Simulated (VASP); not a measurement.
Data:

```yaml
crystal:
  lattice:
    - [-1.63324, 1.63324, 1.63324]
    - [1.63324, -1.63324, 1.63324]
    - [1.63324, 1.63324, -1.63324]
  atoms:
    - { symbol: Nb, position: [0.00000, 0.00000, 0.00000] }
```

Calculation: PBEsol GGA, VASP's PBE PAW potentials (set 64) (plane waves; VASP 6.6.1). Run with 400 eV cut-off, Gaussian smearing of 0.050 eV, potentials Nb_sv.

Question: Give the energies of bands 5 to 9 at the high-symmetry points, in eV from the Fermi level.

Answer: 
```
band      Γ      H      N      P
----  -----  -----  -----  -----
5     -6.00  -3.92  -3.86  -1.10
6      0.37  -3.92  -1.75  -1.10
7      0.37   5.89   2.46  -1.10
8      0.37   5.89   3.45   4.30
9      3.39   5.89   4.16   4.30
```

It has no gap at this level: it comes out as a metal or semimetal.

The compound is Nb in the bcc structure. It was relaxed first.
